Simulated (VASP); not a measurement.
Consider the following.

```
CELL_PARAMETERS angstrom
      0.00000     2.91893     2.91893
      2.91893     0.00000     2.91893
      2.91893     2.91893     0.00000
ATOMIC_POSITIONS crystal
  Ca 0.00000 0.00000 0.00000
  S  0.50000 0.50000 0.50000
```

Method: PBE GGA, VASP's PBE PAW potentials (set 64) (plane waves; VASP). Settings: PREC = Normal, 500 eV cut-off, 4×4×4 Γ-centred mesh, Gaussian smearing of 0.010 eV, potentials Ca_sv_GW S_GW.

### Question
What does the run give for the energy per atom (σ→0), pressure, band gap (on the k-mesh) with the smallest direct gap where there is one?

### Answer

```json
{
 "band gap (on the k-mesh)": "2.51 eV",
 "smallest direct gap (on the k-mesh)": "3.26 eV",
 "energy per atom (σ→0)": "-7.632 eV/atom",
 "pressure": "-3.48 GPa"
}
```

Only differences to runs with the same potentials and settings are physical.

The compound is CaS in the rock salt structure. This cell is one point of a volume scan, at 1.08 of the reference volume. The k-mesh is coarse (spacing up to 0.47 per Å, 2π included), so the numbers may not be converged in it.
